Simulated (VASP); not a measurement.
# NiSb (Breithauptite) with AM05 + U: from relaxation to properties, part 2 of 11

Aim: relax NiSb (Breithauptite), then compute properties on the relaxed cell. The start is a cell from a database of measured crystal structures.

VASP 6.6.1, plane waves and PAW; the level of theory is named at each step.

Still holding for the runs below: The k-mesh is coarse for a metal. A U on the itinerant d states of such a compound is hard to justify; it moves the bands at the Fermi level.

So far. Step 2 (Magnetic start: ferromagnetic): The moments fall under 0.1 μB, and the mesh shows no gap.

The database entry behind the starting cell differs from later determinations by our own check (c about 0.3 % short), so it need not match the best structure at ambient conditions.

### 3. Magnetic start: antiferromagnetic within the cell

This step: AM05, DFT+U (Ni d 4 eV), spin-polarised from an antiferromagnetic start; plane waves and PAW (Ni, Sb) (VASP 6.6.1).

Next, a pattern with opposite moments.

Input file INCAR:

```
SYSTEM = NiSb
PREC = Accurate
ENCUT = 400
EDIFF = 1E-06
NELM = 100
ISMEAR = 0
SIGMA = 0.05
LREAL = .FALSE.
ALGO = Normal
GGA = AM
NBANDS = 23
ISPIN = 2
MAGMOM = 1 -1 0 0
LDAU = .TRUE.
LDAUTYPE = 2
LDAUL = 2 -1
LDAUU = 4 0
LDAUJ = 0 0
LDAUPRINT = 1
LASPH = .TRUE.
LMAXMIX = 4
LORBIT = 11
LWAVE = .FALSE.
LCHARG = .FALSE.
KPAR = 8
ISIF = 2
```

Input file POSCAR:

```
NiSb
1.0
    3.9280000000      0.0000000000      0.0000000000
   -1.9640000000      3.4017477861      0.0000000000
    0.0000000000      0.0000000000      5.1200000000
Ni Sb
2 2
Direct
    0.0000000000      0.0000000000      0.0000000000
    0.0000000000      0.0000000000      0.5000000000
    0.3333333333      0.6666666667      0.2500000000
    0.6666666667      0.3333333333      0.7500000000
```

Input file KPOINTS:

```
Automatic mesh
0
Gamma
7 7 5
0 0 0
```

PAW data sets: Ni and Sb (PBE family, release 64).

The run is started by

```bash
mpirun -np 8 vasp_std
```

The program printed:

```text
[banner, memory and clock lines left out]
running    8 mpi-ranks, on    1 nodes
 distrk:  each k-point on    1 cores,    8 groups
 distr:  one band on    1 cores,    1 groups

 POSCAR found type information on POSCAR NiSb
 POSCAR found :  2 types and       4 ions
 [... a notice as in an earlier step ...]

 [... a notice as in an earlier step ...]

 LDA part: xc-table for (Slater+PW92), standard interpolation
 POSCAR, INCAR and KPOINTS ok, starting setup
 FFT: planning ... GRIDC
 FFT: planning ... GRID_SOFT
 FFT: planning ... GRID
 WAVECAR not read
 entering main loop
       N       E                     dE             d eps       ncg     rms          rms(c)
DAV:   1     0.157294851071E+03    0.15729E+03   -0.10443E+04  2208   0.110E+03
DAV:   2    -0.890314537809E+01   -0.16620E+03   -0.15808E+03  2362   0.256E+02
DAV:   3    -0.170767257956E+02   -0.81736E+01   -0.80716E+01  2670   0.739E+01
DAV:   4    -0.172142223600E+02   -0.13750E+00   -0.13744E+00  2532   0.928E+00
DAV:   5    -0.172183484960E+02   -0.41261E-02   -0.41260E-02  2831   0.159E+00    0.111E+01
DAV:   6    -0.179600951410E+02   -0.74175E+00   -0.10031E+01  2488   0.532E+01    0.909E+00
DAV:   7    -0.168866164595E+02    0.10735E+01   -0.38790E+00  2586   0.398E+01    0.373E+00
DAV:   8    -0.168714736205E+02    0.15143E-01   -0.54553E-01  3344   0.871E+00    0.142E+00
DAV:   9    -0.168694551366E+02    0.20185E-02   -0.74166E-02  2600   0.378E+00    0.471E-01
DAV:  10    -0.168701803357E+02   -0.72520E-03   -0.61861E-03  3229   0.108E+00    0.248E-01
DAV:  11    -0.168708882923E+02   -0.70796E-03   -0.25206E-03  3272   0.902E-01    0.927E-02
DAV:  12    -0.168709802251E+02   -0.91933E-04   -0.56291E-04  2670   0.305E-01    0.287E-02
DAV:  13    -0.168710024200E+02   -0.22195E-04   -0.53127E-05  3033   0.917E-02    0.263E-02
DAV:  14    -0.168710043820E+02   -0.19621E-05   -0.96285E-06  2418   0.368E-02    0.177E-02
DAV:  15    -0.168710058527E+02   -0.14707E-05   -0.42069E-06  2166   0.293E-02    0.233E-03
DAV:  16    -0.168710060927E+02   -0.24001E-06   -0.69603E-07  1279   0.113E-02
   1 F= -.16871006E+02 E0= -.16870323E+02  d E =-.136550E-02  mag=    -0.0000
```

The job ended after 20 s (8 MPI ranks of AMD EPYC 7R43, shared host; peak memory 1.6 GiB).

OUTCAR, selected parts (step 3):

```text
 Found     24 irreducible k-points:

   k-points           NKPTS =     24   k-points in BZ     NKDIM =     24   number of bands    NBANDS=     23

   NELECT =      30.0000    total number of electrons

atom =   1  type =  1  l = 2

 onsite density matrix

spin component  1

  0.8682  0.0000 -0.0000  0.0495  0.0000
  0.0000  0.8633  0.0000  0.0000  0.0495
 -0.0000  0.0000  0.8868 -0.0000  0.0000
  0.0495  0.0000 -0.0000  0.8633  0.0000
  0.0000  0.0495  0.0000  0.0000  0.8682

spin component  2

  0.8682  0.0000 -0.0000  0.0495  0.0000
  0.0000  0.8632  0.0000  0.0000  0.0495
 -0.0000  0.0000  0.8868 -0.0000  0.0000
  0.0495  0.0000 -0.0000  0.8632  0.0000
  0.0000  0.0495  0.0000  0.0000  0.8682

 occupancies and eigenvectors

  o =  0.8161  v =  0.0000  0.0000  0.0000  0.0000  0.0000 -0.6892  0.0000 -0.0000  0.7245  0.0000      0.0000  0.0000  0.0000  0.0000  0.0000  0.0000  0.0000  0.0000  0.0000  0.0000
  o =  0.8161  v =  0.0000  0.0000  0.0000  0.0000  0.0000  0.0000 -0.7245 -0.0000 -0.0000  0.6892      0.0000  0.0000  0.0000  0.0000  0.0000  0.0000  0.0000  0.0000  0.0000  0.0000
  o =  0.8162  v =  0.6893 -0.0000 -0.0000 -0.7245  0.0000  0.0000  0.0000  0.0000  0.0000  0.0000      0.0000  0.0000  0.0000  0.0000  0.0000  0.0000  0.0000  0.0000  0.0000  0.0000
  o =  0.8162  v = -0.0000 -0.7245 -0.0000  0.0000  0.6893  0.0000  0.0000  0.0000  0.0000  0.0000      0.0000  0.0000  0.0000  0.0000  0.0000  0.0000  0.0000  0.0000  0.0000  0.0000
  o =  0.8868  v =  0.0000  0.0000  0.0000  0.0000  0.0000  0.0000 -0.0000  1.0000  0.0000 -0.0000      0.0000  0.0000  0.0000  0.0000  0.0000  0.0000  0.0000  0.0000  0.0000  0.0000
  o =  0.8868  v = -0.0000  0.0000 -1.0000 -0.0000  0.0000  0.0000  0.0000  0.0000  0.0000  0.0000      0.0000  0.0000  0.0000  0.0000  0.0000  0.0000  0.0000  0.0000  0.0000  0.0000
  o =  0.9153  v =  0.0000  0.0000  0.0000  0.0000  0.0000 -0.7245  0.0000  0.0000 -0.6892 -0.0000      0.0000  0.0000  0.0000  0.0000  0.0000  0.0000  0.0000  0.0000  0.0000  0.0000
  o =  0.9153  v =  0.0000  0.0000  0.0000  0.0000  0.0000  0.0000 -0.6892 -0.0000  0.0000 -0.7245      0.0000  0.0000  0.0000  0.0000  0.0000  0.0000  0.0000  0.0000  0.0000  0.0000
  o =  0.9153  v =  0.7245  0.0000  0.0000  0.6893  0.0000  0.0000  0.0000  0.0000  0.0000  0.0000      0.0000  0.0000  0.0000  0.0000  0.0000  0.0000  0.0000  0.0000  0.0000  0.0000
  o =  0.9153  v =  0.0000 -0.6893 -0.0000  0.0000 -0.7245  0.0000  0.0000  0.0000  0.0000  0.0000      0.0000  0.0000  0.0000  0.0000  0.0000  0.0000  0.0000  0.0000  0.0000  0.0000

atom =   2  type =  1  l = 2

 onsite density matrix

spin component  1

  0.8682 -0.0000 -0.0000 -0.0495  0.0000
 -0.0000  0.8632 -0.0000  0.0000 -0.0495
 -0.0000 -0.0000  0.8868  0.0000  0.0000
 -0.0495  0.0000  0.0000  0.8632 -0.0000
  0.0000 -0.0495  0.0000 -0.0000  0.8682

spin component  2

  0.8682 -0.0000 -0.0000 -0.0495  0.0000
 -0.0000  0.8633 -0.0000  0.0000 -0.0495
 -0.0000 -0.0000  0.8868  0.0000  0.0000
 -0.0495  0.0000  0.0000  0.8633 -0.0000
  0.0000 -0.0495  0.0000 -0.0000  0.8682

 occupancies and eigenvectors

  o =  0.8161  v =  0.6892  0.0000  0.0000  0.7245 -0.0000  0.0000  0.0000  0.0000  0.0000  0.0000      0.0000  0.0000  0.0000  0.0000  0.0000  0.0000  0.0000  0.0000  0.0000  0.0000
  o =  0.8161  v =  0.0000  0.7245 -0.0000  0.0000  0.6892  0.0000  0.0000  0.0000  0.0000  0.0000      0.0000  0.0000  0.0000  0.0000  0.0000  0.0000  0.0000  0.0000  0.0000  0.0000
  o =  0.8162  v =  0.0000  0.0000  0.0000  0.0000  0.0000 -0.6893 -0.0000  0.0000 -0.7245 -0.0000      0.0000  0.0000  0.0000  0.0000  0.0000  0.0000  0.0000  0.0000  0.0000  0.0000
  o =  0.8162  v =  0.0000  0.0000  0.0000  0.0000  0.0000  0.0000 -0.7245  0.0000  0.0000 -0.6893      0.0000  0.0000  0.0000  0.0000  0.0000  0.0000  0.0000  0.0000  0.0000  0.0000
  o =  0.8868  v =  0.0000  0.0000  1.0000 -0.0000 -0.0000  0.0000  0.0000  0.0000  0.0000  0.0000      0.0000  0.0000  0.0000  0.0000  0.0000  0.0000  0.0000  0.0000  0.0000  0.0000
  o =  0.8868  v =  0.0000  0.0000  0.0000  0.0000  0.0000 -0.0000 -0.0000 -1.0000  0.0000  0.0000      0.0000  0.0000  0.0000  0.0000  0.0000  0.0000  0.0000  0.0000  0.0000  0.0000
  o =  0.9153  v = -0.7245  0.0000  0.0000  0.6892 -0.0000  0.0000  0.0000  0.0000  0.0000  0.0000      0.0000  0.0000  0.0000  0.0000  0.0000  0.0000  0.0000  0.0000  0.0000  0.0000
  o =  0.9153  v =  0.0000 -0.6892  0.0000  0.0000  0.7245  0.0000  0.0000  0.0000  0.0000  0.0000      0.0000  0.0000  0.0000  0.0000  0.0000  0.0000  0.0000  0.0000  0.0000  0.0000
  o =  0.9153  v =  0.0000  0.0000  0.0000  0.0000  0.0000  0.7245 -0.0000  0.0000 -0.6893  0.0000      0.0000  0.0000  0.0000  0.0000  0.0000  0.0000  0.0000  0.0000  0.0000  0.0000
  o =  0.9153  v =  0.0000  0.0000  0.0000  0.0000  0.0000  0.0000  0.6893 -0.0000 -0.0000 -0.7245      0.0000  0.0000  0.0000  0.0000  0.0000  0.0000  0.0000  0.0000  0.0000  0.0000

 E-fermi :   9.6651

 spin component 1
 k-point     1 :       0.0000    0.0000    0.0000
  band No.  band energies     occupation
    ...
      9       7.1655      1.00000
     10       7.1655      1.00000
     11       7.9744      1.00000
     12       7.9744      1.00000
     13       9.3180      1.00000
     14      10.5217      0.00000
     15      10.5217      0.00000
     16      12.1339      0.00000
     17      12.1339      0.00000
     18      12.9575      0.00000
    ...

 k-point     2 :       0.1429   -0.0000    0.0000
  band No.  band energies     occupation
    ...
     11       7.9454      1.00000
     12       7.9744      1.00000
     13       8.8994      1.00000
     14       9.2372      1.00000
     15       9.6372      0.78527
     16      11.3372      0.00000
     17      12.8771      0.00000
     18      13.3499      0.00000
     19      14.4488      0.00000
     20      15.4694      0.00000
    ...

 k-point     3 :       0.2857   -0.0000    0.0000
  band No.  band energies     occupation
    ...
     11       7.5320      1.00000
     12       7.8957      1.00000
     13       7.9742      1.00000
     14       8.4253      1.00000
     15       8.9043      1.00000
     16      10.2870      0.00000
     17      11.9130      0.00000
     18      13.4991      0.00000
     19      13.6821      0.00000
     20      15.9443      0.00000
    ...

 k-point     4 :       0.4286    0.0000    0.0000
  band No.  band energies     occupation
    ...
     12       7.4326      1.00000
     13       7.8516      1.00000
     14       7.9742      1.00000
     15       8.0697      1.00000
     16       9.3697      1.00000
     17      10.8768      0.00000
     18      13.1586      0.00000
     19      13.6768      0.00000
     20      15.3690      0.00000
     21      15.4245      0.00000
    ...

  Total       -2.8598665     -2.8598665     -2.7078602      0.0000000      0.0000000     -0.0000000
  in kB      -66.9750108    -66.9750108    -63.4151862      0.0000000      0.0000000     -0.0000000
  external PRESSURE =     -65.7884026 kB  Pullay stress =       0.0000000 kB

 POSITION                                       TOTAL-FORCE (eV/Angst)
 -----------------------------------------------------------------------------------
      0.00000      0.00000      0.00000        -0.000000      0.000000      0.000000
      0.00000      0.00000      2.56000        -0.000000      0.000000      0.000000
     -0.00000      2.26783      1.28000         0.000000      0.000000      0.000000
      1.96400      1.13392      3.84000        -0.000000     -0.000000     -0.000000
 -----------------------------------------------------------------------------------
    total drift:                               -0.000000      0.000000      0.000000

  FREE ENERGIE OF THE ION-ELECTRON SYSTEM (eV)
  ---------------------------------------------------
  free  energy   TOTEN  =       -16.8710060927 eV

  energy  without entropy=      -16.8696405968  energy(sigma->0) =      -16.87032334

 magnetization (x)
# of ion       s       p       d       tot
------------------------------------------
    1       -0.000  -0.000   0.000   0.000
    2        0.000   0.000  -0.000  -0.000
    3        0.000   0.000   0.000   0.000
    4        0.000   0.000   0.000   0.000
--------------------------------------------------
tot          0.000   0.000   0.000   0.000

[... 9 parts as in an earlier step ...]

[... 4 further parts left out ...]
```

This step gave:

- bands: 23
- pressure: -6.579 GPa

The energy lies -0.0 meV an atom from the first pattern, and both runs end without moments, so a difference comes from cell, mesh or thresholds alone. The moments fall under 0.1 μB, and the mesh shows no gap.

[end of part 2 of 11]

[Lines on the potential files, build, host, timing and source positions are cut from VASP's logs without a mark.]

[Logs are printed without paths, hosts, clocks, repeated set-up lines and the standing remarks that a program may print on its own settings, such as how far it seeks lower states.]

[Hosts, paths, dates, database ids (printed as entryN), source tags and the programs' standing remarks are cut or masked in the printed files.]

[A measured line is paired with the nearest computed mode of its activity, which favours agreement.]

[In band tables of VASP the shares of atoms and orbitals are scaled to a sum of 1 inside the atoms' spheres.]
